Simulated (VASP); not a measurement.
Wanted: the native input for a VASP 6.6.1 run.

```
Task                   : single point
Functional             : PBE
Potentials or basis    : VASP PAW PBE potentials, release 64 (Ru_pv, V_sv, N)
Cutoff                 : 520 eV
k mesh                 : 5 × 5 × 5
Occupations            : fermi-dirac, width 0.001 eV
Spin                   : no spin polarisation
Dipole correction      : no
Further INCAR settings : ALGO = Normal; EDIFF = 1e-06; NBANDS = 37
```

The structure of V3RuN lies in POSCAR:

```
V3RuN
1.0
    3.9102452014      0.0000000000      0.0000000000
    0.0000000000      3.9102452014      0.0000000000
    0.0000000000      0.0000000000      3.9102452014
Ru V N
1 3 1
Direct
    0.0000000000      0.0000000000      0.0000000000
    0.0000000000      0.5000000000      0.5000000000
    0.5000000000      0.0000000000      0.5000000000
    0.5000000000      0.5000000000      0.0000000000
    0.5000000000      0.5000000000      0.5000000000
```

The cell was built by a generator and needn't be a form met in nature.

One way to write it, as run:

INCAR

```
PREC     = Accurate       # precision mode
ENCUT    = 520            # plane-wave cutoff, eV
EDIFF    = 1E-6           # SCF threshold, eV
ISMEAR   = -1             # smearing method
SIGMA    = 0.001          # smearing width, eV
LREAL    = False          # projectors in reciprocal space
LASPH    = True           # aspherical terms in the spheres
NELM     = 100            # most SCF steps
ALGO     = Normal         # electronic algorithm
ISIF     = 2              # what is computed and relaxed
LWAVE    = False          # write WAVECAR
LCHARG   = False          # write CHGCAR
GGA      = PE             # functional
NBANDS   = 37             # bands
```

KPOINTS

```
regular mesh
0
Gamma
  5 5 5
```

Potentials or basis: VASP PAW PBE potentials, release 64 (Ru_pv, V_sv, N).

Run with:

```bash
$ cat potpaw_PBE.64/Ru_pv/POTCAR potpaw_PBE.64/V_sv/POTCAR potpaw_PBE.64/N/POTCAR > POTCAR
$ mpirun -np 1 vasp_std > vasp.out
```

It gave:

| Quantity | Value |
| --- | --- |
| Pressure | 0.6 GPa |
| Band gap on the k mesh | none (metal or under the smearing width) |

Caveat: the run has no spin polarisation, though such a crystal can be magnetic.

It took 15 s on 1 thread of Intel(R) Xeon(R) 6975P-C (Granite Rapids), with other jobs on the host, peak memory 0.17 GiB.
